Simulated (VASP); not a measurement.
VASP runs on Mg (hcp) share one base input (PBE GGA, plane waves, VASP's PBE PAW potentials (set 64)) and change the settings named in each case.

### INCAR
```
SYSTEM = Mg
PREC = Accurate; ENCUT = 400; LREAL = .FALSE.
LASPH = .TRUE.
EDIFF = 1E-6; NELM = 100; ALGO = Normal
ISMEAR = 1; SIGMA = 0.1
GGA = PE
ISIF = 2
LWAVE = .FALSE.; LCHARG = .FALSE.
```

**KPOINTS**
```
Automatic mesh
0
Gamma
12 12 6
0 0 0
```

File POSCAR:
```
Mg
1
    1.6371000000    -2.8355410000     0.0000000000
    1.6371000000     2.8355410000     0.0000000000
    0.0000000000     0.0000000000     5.3142000000
Mg
2
Direct
  0.3333330000   0.6666670000   0.2500000000
  0.6666670000   0.3333330000   0.7500000000
```

POTCAR, in this order: Mg (PBE.64 set). Program: vasp_std.

| change | E(σ→0) (eV/atom) | pressure (GPa) |
|---|---|---|
| base run | -1.4930 | -2.32 |
| ENCUT = 800, POTCAR Mg_sv (PBE.64 set) | -1.5036 | ? |
| ENCUT = 520, POTCAR Mg_pv (PBE.64 set) | -1.4931 | -2.32 |
| ENCUT = 520 | -1.4930 | -2.32 |
| ENCUT = 800 | -1.4930 | -2.32 |

Task: What belongs in the gaps?

Result: 
- ENCUT = 800, POTCAR Mg_sv (PBE.64 set), pressure (GPa): -2.71

Energies of different potentials or functionals have different zeros.

Left out are runs that ran out of time, are held back, or changed the cell or the kind of run, fixed moments of cells without a moment, rows past the twelfth, gaps on odd meshes, pressures of charged cells and columns that move by less than the noise.

The compound is Mg in the hcp structure. The cell was not relaxed at this level.
